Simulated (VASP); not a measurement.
These are PBE GGA, VASP's PBE PAW potentials (set 64) (plane waves; VASP) values and carry that method's errors.

A VASP calculation is set up with these files.

**KPOINTS**
```
kpoints
0
Gamma
 8 8 8
0 0 0
```

### POSCAR
```
CdF2
1
    0.0000000000     2.6950000000     2.6950000000
    2.6950000000     0.0000000000     2.6950000000
    2.6950000000     2.6950000000     0.0000000000
Cd F
1 2
Direct
  0.0000000000   0.0000000000   0.0000000000
  0.2500000000   0.2500000000   0.2500000000
  0.7500000000   0.7500000000   0.7500000000
```

### INCAR
```
SYSTEM = CdF2
PREC = Accurate
ENCUT = 520
EDIFF = 1E-6
NELM = 100
ALGO = Normal
LREAL = .FALSE.
LASPH = .TRUE.
ISMEAR = 0
SIGMA = 0.05
GGA = PE
LMAXMIX = 4
LWAVE = .FALSE.
LCHARG = .FALSE.
ISIF = 2
ISYM = -1
```

POTCAR, in this order: Cd F (PBE.64 set). Program: vasp_std.

The resulting files:

File OSZICAR:
```
       N       E                     dE             d eps       ncg     rms          rms(c)
DAV:   1     0.200164464257E+03    0.20016E+03   -0.16025E+04 18120   0.156E+03
DAV:   2    -0.405507579826E+01   -0.20422E+03   -0.19859E+03 19690   0.384E+02
DAV:   3    -0.125273557820E+02   -0.84723E+01   -0.84537E+01 19061   0.877E+01
DAV:   4    -0.125693363327E+02   -0.41981E-01   -0.41973E-01 20381   0.613E+00
DAV:   5    -0.125694870145E+02   -0.15068E-03   -0.15068E-03 19144   0.324E-01    0.105E+01
DAV:   6    -0.108352267260E+02    0.17343E+01   -0.52328E+00 22723   0.439E+01    0.763E+00
DAV:   7    -0.108756394744E+02   -0.40413E-01   -0.84880E-01 17456   0.979E+00    0.442E+00
DAV:   8    -0.108689441942E+02    0.66953E-02   -0.14988E-01 18836   0.402E+00    0.712E-01
DAV:   9    -0.108604464513E+02    0.84977E-02   -0.39261E-02 22001   0.255E+00    0.889E-02
DAV:  10    -0.108610101286E+02   -0.56368E-03   -0.29929E-03 17704   0.684E-01    0.115E-01
DAV:  11    -0.108610887592E+02   -0.78631E-04   -0.12497E-04 19528   0.143E-01    0.397E-02
DAV:  12    -0.108611175164E+02   -0.28757E-04   -0.54765E-05 17658   0.699E-02    0.174E-02
DAV:  13    -0.108611192830E+02   -0.17666E-05   -0.49472E-06 20126   0.198E-02    0.440E-03
DAV:  14    -0.108611192507E+02    0.32312E-07   -0.76067E-07 13461   0.135E-02
   1 F= -.10861119E+02 E0= -.10861119E+02  d E =-.452423E-16
```

File OUTCAR:
```
------------------------ aborting loop because EDIFF is reached ----------------------------------------
  FORCE on cell =-STRESS in cart. coord.  units (eV):
  Direction    XX          YY          ZZ          XY          YZ          ZX
  --------------------------------------------------------------------------------------
  Total        1.4824811      1.4824816      1.4824817      0.0000457      0.0000457      0.0000453
  in kB       60.6727169     60.6727394     60.6727419      0.0018716      0.0018711      0.0018543
  external PRESSURE =      60.6727327 kB  Pullay stress =       0.0000000 kB
  volume of cell :       39.15
      direct lattice vectors                 reciprocal lattice vectors
     0.000000000  2.695000000  2.695000000    -0.185528757  0.185528757  0.185528757
     2.695000000  0.000000000  2.695000000     0.185528757 -0.185528757  0.185528757
     2.695000000  2.695000000  0.000000000     0.185528757  0.185528757 -0.185528757
 POSITION                                       TOTAL-FORCE (eV/Angst)
 -----------------------------------------------------------------------------------
      0.00000      0.00000      0.00000         0.000000     -0.000000     -0.000000
      1.34750      1.34750      1.34750         0.000014      0.000014      0.000015
      4.04250      4.04250      4.04250        -0.000014     -0.000014     -0.000015
 -----------------------------------------------------------------------------------
    total drift:                                0.000001      0.000000      0.000000
  FREE ENERGIE OF THE ION-ELECTRON SYSTEM (eV)
  ---------------------------------------------------
  free  energy   TOTEN  =       -10.8611192507 eV

  energy  without entropy=      -10.8611192507  energy(sigma->0) =      -10.86111925
```
(Selected blocks of OUTCAR.)

The compound is CdF2 in the fluorite structure. The cell was not relaxed at this level. The run is one of a series of settings (ISYM = -1 against the base run), some of them coarse on purpose.
